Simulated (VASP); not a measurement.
Given:

```yaml
crystal:
  lattice:
    - [4.77100, 0.00000, 0.00000]
    - [-2.38550, 4.13181, 0.00000]
    - [0.00000, 0.00000, 3.53600]
  atoms:
    - { symbol: Y, position: [0.00000, 0.00000, 0.00000] }
    - { symbol: Hg, position: [0.33333, 0.66667, 0.50000] }
    - { symbol: Hg, position: [0.66667, 0.33333, 0.50000] }
```

The numbers are results of LDA (Ceperley-Alder, Perdew-Zunger), VASP's LDA PAW potentials (set 64) (plane waves; VASP), not measurements. Numerical set-up: 300 eV cut-off, 10×10×11 Γ-centred mesh, Fermi-Dirac smearing of 0.10 eV, potentials Y_sv Hg.

At this cut-off the stress carries a Pulay error, which pulls relaxed volumes low.

Give the stress tensor in GPa (positive for a compressed cell).

```
-1.24   0.00   0.00
 0.00  -1.24   0.00
 0.00   0.00  -4.17
```
The pressure is its mean diagonal, -2.22 GPa.

The structure comes from a measured YHg2 entry (P6/mmm) of the Crystallography Open Database, whose conditions weren't checked. The cell was not relaxed at this level. The electron count is odd and the run is not spin-polarised, which forces a metal.
